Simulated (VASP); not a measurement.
A convergence study with VASP on MoS$_{2}$ (2H layered): one setting is varied, all else stays as given below, so the limit is that of these other settings.

```yaml
crystal:
  lattice:
    - [1.58000, -2.73664, 0.00000]
    - [1.58000, 2.73664, 0.00000]
    - [0.00000, 0.00000, 12.30000]
  atoms:
    - { symbol: Mo, position: [0.33333, 0.66667, 0.25000] }
    - { symbol: Mo, position: [0.66667, 0.33333, 0.75000] }
    - { symbol: S, position: [0.33333, 0.66667, 0.87900] }
    - { symbol: S, position: [0.66667, 0.33333, 0.37900] }
    - { symbol: S, position: [0.66667, 0.33333, 0.12100] }
    - { symbol: S, position: [0.33333, 0.66667, 0.62100] }
```

Computed with PBE GGA, VASP's PBE PAW potentials (set 64) (plane waves; VASP 6.6.1). The tightest run used: 550 eV cut-off, 17×17×4 Γ-centred mesh, tetrahedra with Blöchl corrections, potentials Mo_sv S.

Q: The settings run are 4×4×1 mesh; 5×5×1 mesh; 6×6×1 mesh; 7×7×2 mesh; 8×8×2 mesh; 9×9×2 mesh; 10×10×2 mesh; 11×11×2 mesh; 12×12×3 mesh; 13×13×3 mesh; 14×14×3 mesh; 15×15×3 mesh; 16×16×4 mesh; 17×17×4 mesh. From which on does the stress (every component) stay within 0.2 GPa of the tightest run?

A: From 7×7×2 mesh on: it is off by 0.01 there and by no more than 0.2 in any finer run, while 6×6×1 mesh is off by 0.42.
| setting | E (eV/atom) | pressure (GPa) | largest force (eV/Å) | irreducible k-points | difference judged (GPa) |
|---|---|---|---|---|---|
| 4×4×1 mesh | -7.2763 | 0.49 | 0.504 | 4 | 0.40 |
| 5×5×1 mesh | -7.2585 | 0.86 | 0.454 | 5 | 0.43 |
| 6×6×1 mesh | -7.2583 | 0.86 | 0.458 | 7 | 0.42 |
| 7×7×2 mesh | -7.2638 | 0.70 | 0.434 | 16 | 0.01 |
| 8×8×2 mesh | -7.2635 | 0.71 | 0.434 | 20 | 0.00 |
| 9×9×2 mesh | -7.2636 | 0.71 | 0.434 | 24 | 0.01 |
| 10×10×2 mesh | -7.2636 | 0.71 | 0.434 | 28 | 0.00 |
| 11×11×2 mesh | -7.2636 | 0.71 | 0.434 | 32 | 0.00 |
| 12×12×3 mesh | -7.2636 | 0.71 | 0.434 | 38 | 0.00 |
| 13×13×3 mesh | -7.2636 | 0.71 | 0.434 | 42 | 0.00 |
| 14×14×3 mesh | -7.2636 | 0.71 | 0.434 | 48 | 0.00 |
| 15×15×3 mesh | -7.2636 | 0.71 | 0.434 | 54 | 0.00 |
| 16×16×4 mesh | -7.2636 | 0.71 | 0.434 | 90 | 0.00 |
| 17×17×4 mesh | -7.2636 | 0.71 | 0.434 | 99 | 0.00 |

Left out are rungs that failed or repeat a setting and relaxations that didn't move; long series are thinned to 24 rows.

The compound is MoS2 in the 2H layered structure. The cell was not relaxed at this level, forces remain on its atoms.
